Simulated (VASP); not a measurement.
A run of VASP 6.6.1:

The input INCAR:

```
  PREC = Accurate
  ENCUT = 600
  EDIFF = 1E-6
  ISMEAR = 0
  SIGMA = 0.03
  LREAL = F
  LASPH = T
  NELM = 80
  ALGO = Normal
  ISIF = 3
  LWAVE = F
  LCHARG = F
  GGA = PE
  IVDW = 12
  IBRION = 2
  NSW = 90
  EDIFFG = -0.01
  KPAR = 4
```

KPOINTS

```
Automatic mesh
0
Gamma
  12 12 2
```

POSCAR

```
Ti4AlC3
1.0
    3.0600000000      0.0000000000      0.0000000000
   -1.5300000000      2.6500377400      0.0000000000
    0.0000000000      0.0000000000     23.6100000000
Ti Al C
8 2 6
Direct
    0.3333333300      0.6666666700      0.0560000000
    0.6666666700      0.3333333300      0.9440000000
    0.6666666700      0.3333333300      0.5560000000
    0.3333333300      0.6666666700      0.4440000000
    0.0000000000      0.0000000000      0.1520000000
    0.0000000000      0.0000000000      0.8480000000
    0.0000000000      0.0000000000      0.6520000000
    0.0000000000      0.0000000000      0.3480000000
    0.3333333300      0.6666666700      0.2500000000
    0.6666666700      0.3333333300      0.7500000000
    0.0000000000      0.0000000000      0.0000000000
    0.0000000000      0.0000000000      0.5000000000
    0.6666666700      0.3333333300      0.1106000000
    0.3333333300      0.6666666700      0.8894000000
    0.3333333300      0.6666666700      0.6106000000
    0.6666666700      0.3333333300      0.3894000000
```

Potentials or basis: VASP PAW PBE potentials, release 64 (Ti_sv, Al, C).

Command:

```sh
$ cat potpaw_PBE.64/Ti_sv/POTCAR potpaw_PBE.64/Al/POTCAR potpaw_PBE.64/C/POTCAR > POTCAR
$ mpirun -np 4 vasp_std > vasp.out
```

Hardware: 4 MPI ranks on Intel(R) Xeon(R) Platinum 8375C CPU @ 2.90GHz (Ice Lake) (shared host).

Question: Estimate the wall time of this run.

Answer: It took 49 min on 4 MPI ranks on Intel(R) Xeon(R) Platinum 8375C CPU @ 2.90GHz (Ice Lake) (shared host), peak memory 0.73 GiB a rank. Counts: scf iterations 155, k points 38, ion steps 15.
